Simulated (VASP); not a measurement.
Input:

```xyz
3
Lattice="0.0000 2.9407 2.9407 2.9407 0.0000 2.9407 2.9407 2.9407 0.0000" Properties=species:S:1:pos:R:3 pbc="T T T"
Al     1.4704     1.4704     1.4704
Al     4.4111     4.4111     4.4111
Pt     0.0000     0.0000     0.0000
```

All values below come from PBE GGA with D3 dispersion (Becke-Johnson damping), VASP's PBE PAW potentials (set 64) (plane waves; VASP). Settings: 520 eV cut-off, Gaussian smearing of 0.050 eV, potentials Al Pt.

**Question.** Give the energies of bands 1 to 11 at the high-symmetry points, in eV from the Fermi level.

**Answer.** 
```
band       Γ      X      U      L      W
----  ------  -----  -----  -----  -----
1     -10.34  -6.37  -6.54  -7.99  -6.09
2      -5.14  -6.17  -5.99  -6.18  -6.09
3      -5.14  -5.89  -5.66  -4.82  -5.47
4      -5.14  -3.85  -4.38  -4.82  -5.19
5      -3.77  -3.85  -4.04  -3.77  -3.85
6      -3.77  -3.47  -3.71  -3.54  -3.32
7       3.06  -3.26  -3.10  -3.54  -2.83
8       3.82  -1.64  -2.04   1.01  -2.83
9       3.82  -1.64  -0.63   1.01  -0.91
10      3.82   3.23   3.35   3.79   5.25
11      5.48   3.39   5.45   5.21   5.25
```

It has no gap at this level: it comes out as a metal or semimetal.

The compound is PtAl2 in the fluorite structure. It was relaxed first.
